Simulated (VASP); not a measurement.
OSZICAR of a VASP run on Ga$_{32}$NP$_{31}$:

File OSZICAR:
```
       N       E                     dE             d eps       ncg     rms          rms(c)
DAV:   1    -0.344497799958E+03   -0.34450E+03   -0.17275E+01   322   0.108E+01    0.107E+01
DAV:   2    -0.344623233136E+03   -0.12543E+00   -0.59131E-01   355   0.130E+00    0.710E+00
DAV:   3    -0.344590410340E+03    0.32823E-01   -0.24733E-02   355   0.305E-01    0.413E+00
DAV:   4    -0.344576381786E+03    0.14029E-01   -0.13010E-02   363   0.205E-01    0.231E+00
DAV:   5    -0.344571784188E+03    0.45976E-02   -0.28471E-03   364   0.994E-02    0.128E+00
DAV:   6    -0.344570015375E+03    0.17688E-02   -0.94042E-04   380   0.665E-02    0.697E-01
DAV:   7    -0.344569455411E+03    0.55996E-03   -0.44813E-04   356   0.423E-02    0.377E-01
DAV:   8    -0.344569240972E+03    0.21444E-03   -0.67281E-05   372   0.216E-02    0.203E-01
DAV:   9    -0.344569179385E+03    0.61587E-04   -0.82551E-05   308   0.165E-02    0.106E-01
DAV:  10    -0.344569160485E+03    0.18900E-04   -0.10039E-05   203   0.802E-03    0.566E-02
DAV:  11    -0.344569155766E+03    0.47196E-05   -0.91125E-06   227   0.633E-03
   1 F= -.34456916E+03 E0= -.34456916E+03  d E =-.515647E-15
```

Task: Which electronic solver shows in the log?

Result: It is blocked Davidson (ALGO = Normal, or the opening steps of other solvers). The INCAR had ALGO = Normal.

Task: Can the final energy be trusted as converged?

Result: Self-consistency was reached. It stopped with EDIFF = 1E-5, NELM = 50 (HSE06 screened hybrid, plane waves, VASP's PBE PAW potentials (set 64)).  The supercell is sampled at Γ alone, which is coarse: total energies, pressure and levels can be off, energies of defects by several tenths of an eV.

The cell is a supercell with a defect, built from GaP (zinc blende): N_P. The cell's shape comes from a PBE relaxation. The run is not spin-polarised, so no state with unpaired spins was tried.
